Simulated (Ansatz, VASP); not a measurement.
# Sr2ZnSbN in two plane-wave programs

Wanted: the spread between two codes on one cell, functional and k mesh. The cell is invented: As first built, before any earlier steps moved the atoms (in the runner's words): it takes the Sr2ZnSb2 structure with some of its atoms replaced by other elements, volume scaled by an estimate. It may not be a known or stable phase. The cell is taken from a series of VASP runs on this material, whose earlier steps may have relaxed, scaled or displaced it; both programs get it as it stands. Valence electrons are named where the data sets of a main pair hold unlike numbers.

Main program and level: Ansatz 0.2.0; plane waves, with VASP 6.6.1 beside it; relaxation of cell and atoms at PBEsol.

### 1. The structure

The structure is hexagonal, space group P-6m2 (No. 187). The conventional cell has a = 4.179 Å, b = 4.179 Å, c = 8.252 Å, α = 90.00°, β = 90.00°, γ = 120.00°. Nearest to Sb lie 3 Zn at 2.41 Å. Sr has 3 N at 2.81 Å and 1 Sr at 2.90 Å nearest. Zn has 3 Sb at 2.41 Å nearest. Nearest to N lie 6 Sr at 2.81 Å. As first built, before any earlier steps moved the atoms (in the runner's words): sites of the Sr2ZnSb2 structure (space group 187) filled with other elements, volume scaled by an estimate. Farther neighbours and most contacts between anions are not listed.

Structure file:

```
Sb Sr Zn N
1.0
     4.17897    0.00000    0.00000
    -2.08949    3.61910    0.00000
     0.00000    0.00000    8.25219
Sb Sr Zn N
1 2 1 1
Direct
  0.00000 0.00000 0.00000
  0.33333 0.66667 0.67556
  0.33333 0.66667 0.32444
  0.66667 0.33333 0.00000
  0.66667 0.33333 0.50000
```

### 2. Ansatz: relaxation of cell and atoms, PBEsol

Ansatz runs on its default PAW (the set named soft_2) files.

The relaxed volume is the usual yardstick between codes: in a stiff, nearly cubic crystal its relative difference is about their pressure difference at one cell divided by the bulk modulus.

Contents of input.yaml:

```yaml
crystal:
  lattice:
    - [4.1789736896, 0.0, 0.0]
    - [-2.0894868448, 3.6190978591, 0.0]
    - [0.0, 0.0, 8.2521882453]
  atoms:
    - { symbol: Sb, position: [0.0, 0.0, 0.0] }
    - { symbol: Sr, position: [0.33333333, 0.66666667, 0.6755645872] }
    - { symbol: Sr, position: [0.33333333, 0.66666667, 0.3244354128] }
    - { symbol: Zn, position: [0.66666667, 0.33333333, 0.0] }
    - { symbol: "N", position: [0.66666667, 0.33333333, 0.5] }
hamiltonian:
  xc: pbesol
  pseudopotentials: { kind: paw }
kpoints:
  mp_grid: { grid: [7, 7, 4] }
scf:
  occupations: { method: gaussian, width: 0.05 }
relax:
  f_tol: 0.01
  max_steps: 60
  cell: { stress_tol: 0.05 }
output:
  forces: true
  stress: true
  write_density: true
  write_potential: true
  elf: true
  volumetric_format: npy
```

Started as:

```sh
> ansatz run input.yaml --threads 4 --pin off --max-ram 9216MiB --backend cpu --events-out ev --progress --plain --runs-dir out
```

Numbers of over 12 decimals in the logs are rounded to 6 here.

Log:

```text
Engine: ansatz 0.2.0, aarch64-unknown-linux-gnu
Pseudopotentials: kind: paw
Pseudopotential: Sb, paw, valence charge 15, recommended cutoff 420 eV (normal), Sb.paw.azcp
Pseudopotential: Sr, paw, valence charge 10, recommended cutoff 420 eV (normal), Sr.paw.azcp
Pseudopotential: Zn, paw, valence charge 12, recommended cutoff 420 eV (normal), Zn.paw.azcp
Pseudopotential: N, paw, valence charge 5, recommended cutoff 420 eV (normal), N.paw.azcp
Functional definition: PBEsol
  exchange = pbesol_x
  correlation = pbesol_c
Crystal: 5 atoms, lattice volume = 124.807 Å³
Basis set: ecut = 420 eV, 2409 PW (Γ), exchange–correlation on 60×60×120 points (8 copies of the dense FFT grid, shifted against one another)
Bands: 32, of which v1, the nominal top of the filled ones, is band 26 counted from 1 (25 counted from 0)
Symmetry: 12 space group operations
Space group: P-6m2 (ITA 187), of the structure as read, at distance tolerance 5.0e-5 Å
k-points: 24 of 196 (time reversal used)
Non-local potential: Sb, projectors of the file, l = 0: 2, l = 1: 2, l = 2: 2, l = 3: 2
Non-local potential: Sr, projectors of the file, l = 0: 3, l = 1: 2, l = 2: 2
Non-local potential: Zn, projectors of the file, l = 0: 2, l = 1: 2, l = 2: 3, l = 3: 1
Non-local potential: N, projectors of the file, l = 0: 2, l = 1: 2, l = 2: 1
PAW form: soft (Blöchl's): semilocal exchange-correlation on the pseudo side does not see the compensation charge
PAW frozen core: Sb, regenerated for the run's functional, and the local potential with it (the file was generated under x = pbe(κ = 0.804, μ = 0.219515), c = pbe(β = 0.066725))
PAW frozen core: Sr, regenerated for the run's functional, and the local potential with it (the file was generated under x = pbe(κ = 0.804, μ = 0.219515), c = pbe(β = 0.066725))
PAW frozen core: Zn, regenerated for the run's functional, and the local potential with it (the file was generated under x = pbe(κ = 0.804, μ = 0.219515), c = pbe(β = 0.066725))
PAW frozen core: N, regenerated for the run's functional, and the local potential with it (the file was generated under x = pbe(κ = 0.804, μ = 0.219515), c = pbe(β = 0.066725))
PAW one-centre angular grid: Sb, 590 points (default); XC on 64 Gauss nodes
PAW one-centre angular grid: Sr, 110 points (default); XC on 64 Gauss nodes
PAW one-centre angular grid: Zn, 590 points (default); XC on 64 Gauss nodes
PAW one-centre angular grid: N, 110 points (default); XC on 64 Gauss nodes
Initial density: superposition of atomic densities (neutral atoms: chi_scale 0, normalization atom), corrected by the library's trained network
Initial wavefunctions: pseudopotential atomic-orbital guess
Functional: x = pbesol(κ = 0.804, μ = 0.123457), c = pbesol(β = 0.046)
SCF iter   1: F=—  HF=-17053.657615 eV  |F-HF|=—  |Δ(HF+E_count)|=         —  Δρ=1.31e-2  dr2=3.36e-1  ethr=1.77e-3  ⟨swp⟩=11.3  Hψ=4466  notcnv=0  defer=1
preconditioner: auto → Resta (q_TF=auto, 2.358 Å⁻¹)  ε∞=3.8  [insulator: Δε(μ)=0.265 eV  Ē_g=12.204 eV  σ=0.050 eV  W_gap=1.00  n_scr=36 (ndim 8)  ℏωp=20.5 eV  f_vac=0.002  D(μ)=0.00/eV (n_scr^D=0)  ε∞_Penn≈3.8]
SCF iter   2: F=—  HF=-17053.617419 eV  |F-HF|=—  |Δ(HF+E_count)|=   4.02e-2  Δρ=3.27e-3  dr2=2.27e-2  ethr=6.46e-4  ⟨swp⟩=2.1  Hψ=1082  notcnv=0  defer=20
SCF iter   3: F=—  HF=-17053.614979 eV  |F-HF|=—  |Δ(HF+E_count)|=   2.44e-3  Δρ=9.07e-4  dr2=7.78e-4  ethr=4.37e-5  ⟨swp⟩=2.0  Hψ=938  notcnv=0  defer=32
SCF iter   4: F=—  HF=-17053.614912 eV  |F-HF|=—  |Δ(HF+E_count)|=   6.65e-5  Δρ=4.52e-4  dr2=2.47e-4  ethr=1.50e-6  ⟨swp⟩=2.0  Hψ=978  notcnv=0  defer=32
SCF iter   5: F=—  HF=-17053.614866 eV  |F-HF|=—  |Δ(HF+E_count)|=   4.62e-5  Δρ=1.12e-4  dr2=1.52e-5  ethr=4.75e-7  ⟨swp⟩=2.0  Hψ=984  notcnv=0  defer=32
SCF iter   6: F=—  HF=-17053.614843 eV  |F-HF|=—  |Δ(HF+E_count)|=   2.28e-5  Δρ=4.10e-5  dr2=1.92e-6  ethr=2.93e-8  ⟨swp⟩=2.0  Hψ=1192  notcnv=0  defer=32
SCF iter   7: F=—  HF=-17053.614843 eV  |F-HF|=—  |Δ(HF+E_count)|=   4.39e-7  Δρ=1.44e-5  dr2=1.97e-7  ethr=3.70e-9  ⟨swp⟩=2.0  Hψ=1310  notcnv=0  defer=32
SCF iter   8: F=-17053.614843 eV  HF=-17053.614843 eV  |F-HF|=6.48e-10  |Δ(HF+E_count)|=   1.48e-8  Δρ=2.17e-6  dr2=7.00e-9  ethr=1.92e-10  ⟨swp⟩=10.0  Hψ=5608  notcnv=0
SCF 1 converged in 8 iterations: F = -17053.614843 eV  dr2 = 7.00e-9
  greatest PAW one-centre occupation: 0.996 electrons in one spin orbital (limit 2), on the Sb atom at site 0 (counted from 0), in its partial waves of l = 2
relax step   1: F+E_penalty+E_count = -17053.61484270 eV  Δ(F+E_penalty+E_count) = +0.000e0 eV  max|allowed force component| = 4.615e-3 eV/Å  Δτ_max = 0.0000 Å  P = -0.476 GPa  Ω = 124.807 Å³  (8 SCF iters, dr2 threshold 1.00e-7 eV, accepted)
[...]
relax step   2: F+E_penalty+E_count = -17053.61682195 eV  Δ(F+E_penalty+E_count) = -1.979e-3 eV  max|allowed force component| = 6.161e-2 eV/Å  Δτ_max = 0.0059 Å  P = +0.213 GPa  Ω = 123.200 Å³  energy of the carried Pulay correction = +1.009e-3 eV  (6 SCF iters, dr2 threshold 5.00e-7 eV, accepted)
[...]
relax step   3: F+E_penalty+E_count = -17053.61677084 eV  Δ(F+E_penalty+E_count) = +5.111e-5 eV  max|allowed force component| = 7.524e-2 eV/Å  Δτ_max = 0.0121 Å  P = +0.084 GPa  Ω = 123.631 Å³  energy of the carried Pulay correction = +7.405e-4 eV  (6 SCF iters, dr2 threshold 2.37e-7 eV, accepted)
[...]
relax step   4: F+E_penalty+E_count = -17053.61718022 eV  Δ(F+E_penalty+E_count) = -4.094e-4 eV  max|allowed force component| = 2.024e-3 eV/Å  Δτ_max = 0.0060 Å  P = +0.013 GPa  Ω = 123.724 Å³  energy of the carried Pulay correction = +6.811e-4 eV  (6 SCF iters, dr2 threshold 3.54e-7 eV, accepted)
[...]
relax step   5: F+E_penalty+E_count = -17053.61654929 eV  Δ(F+E_penalty+E_count) = +6.309e-4 eV  max|allowed force component| = 1.995e-3 eV/Å  Δτ_max = 0.0000 Å  P = +0.006 GPa  Ω = 123.724 Å³  stress off target by 2.94e-2 GPa  SCF on the basis re-selected at this cell (its energy is not comparable with the rows above)  (6 SCF iters)
basis re-selected at this cell: Δ(F+E_penalty+E_count) = +6.309e-4 eV, ΔP = -0.006 GPa vs the last step (what re-selecting the basis moved, of the pressure what is left beyond the Pulay correction that the steps carried, after the strain that the cell walked since its last selection, with what the two solves' SCF thresholds leave and, on support functions, any second-order correction that the steps lacked; it is no m [...]
SCF converged after 6 iterations
Free energy (F): -17053.616549 eV
Harris-Foulkes:  -17053.616549 eV  (|F-HF|=3.64e-12)
Internal energy: -17053.616549 eV  (E = F + TS)
E sigma→0 (E₀):  -17053.616549 eV
Fermi energy:    8.382960 eV
--- Per-component energies (eV) ---
  E_band       = -345.145595
  E_kinetic    = 956.112340
  E_local      = -5710.876252  (includes V_loc(G=0)·N_el)
  E_nonlocal   = 1428.697816
  E_hartree    = 2259.094491
  E_xc         = -677.325071
  E_vxc        = -549.909355  (∫ρ·V_xc dr)
  E_paw        = -11698.390169  (= ΣΔE_a)
  E_vpaw       = -987.358911  (= ΣTr[D̂ρ^β])
  E_aug_tail   = -0.000276  (compensation charges beyond the density's cutoff)
  E_ewald      = -3612.355434
  E_core_change = 1.426006  (= ΣΔE_core)
  E_smearing   = -0.000000  (= −TS)
  E_closure    = 0.000000  (closes the sum)
  Σ components = -17053.616549   (vs F -17053.616549, Δ=0.00e0)
--- Forces (eV/Å), atoms counted from 1 ---
  atom   1  Sb     0.00000000     0.00000000     0.00000000
  atom   2  Sr    -0.00000000    -0.00000000     0.00199519
  atom   3  Sr    -0.00000000    -0.00000000    -0.00199519
  atom   4  Zn     0.00000000    -0.00000000     0.00000000
  atom   5  N     -0.00000000     0.00000000     0.00000000
  max |Σ_I F_I| component: 2.30e-16 eV/Å
--- Stress (GPa, compression-positive) ---
       -0.005202       0.000000       0.000000
        0.000000      -0.005202       0.000000
        0.000000       0.000000       0.029366
  P = ⅓ Tr σ = 0.0063 GPa (0.063 kbar)
--- Band table (eV; the first three rows and the last of 24) ---
  k-point 0: bands = [... 22 lower, 7.6118, 7.7043, 8.1961, 8.1961, 9.3332, 9.8813, 11.1691, 11.1691, ... 2 higher]
  k-point 1: bands = [... 22 lower, 7.6841, 7.6841, 8.0946, 8.0946, 9.9099, 9.9862, 11.3250, 11.3250, ... 2 higher]
  k-point 2: bands = [... 22 lower, 7.8594, 7.8594, 7.8911, 7.8911, 9.9782, 10.6390, 11.6217, 11.6217, ... 2 higher]
  k-point 23: bands = [... 22 lower, 6.4082, 7.1760, 7.8668, 7.8758, 8.5768, 11.1323, 11.5091, 12.2045, ... 2 higher]
--- Relaxed structure (4 steps of the walk, 4 accepted, 1 SCFs on fresh bases) ---
  F+E_penalty+E_count = -17053.61654929 eV   max|allowed force component| = 1.995e-3 eV/Å   (the final SCF, on the basis selected at the relaxed cell)
  cell:  # Å, volume = 123.7237 Å³
    - [4.165918, 0.0, 0.0]
    - [-2.082959, 3.607791, 0.0]
    - [0.0, 0.0, 8.231912]
  atoms:
    - { symbol: Sb, position: [0, 0, 0] }
    - { symbol: Sr, position: [0.333333, 0.666667, 0.675544] }
    - { symbol: Sr, position: [0.333333, 0.666667, 0.324456] }
    - { symbol: Zn, position: [0.666667, 0.333333, 0] }
    - { symbol: N, position: [0.666667, 0.333333, 0.5] }
```

The job ended after 15 s (4 threads of Arm Neoverse V1, shared host; peak memory 0.49 GiB).

(Part 1 of 2 ends here.)

[Lines on the potential files, build, host, timing and source positions are cut from VASP's logs without a mark.]

[Logs are printed without paths, hosts, clocks, repeated set-up lines and the standing remarks that a program may print on its own settings, such as how far it seeks lower states.]

[Hosts, paths, dates, database ids (printed as entryN), source tags and the programs' standing remarks are cut or masked in the printed files.]
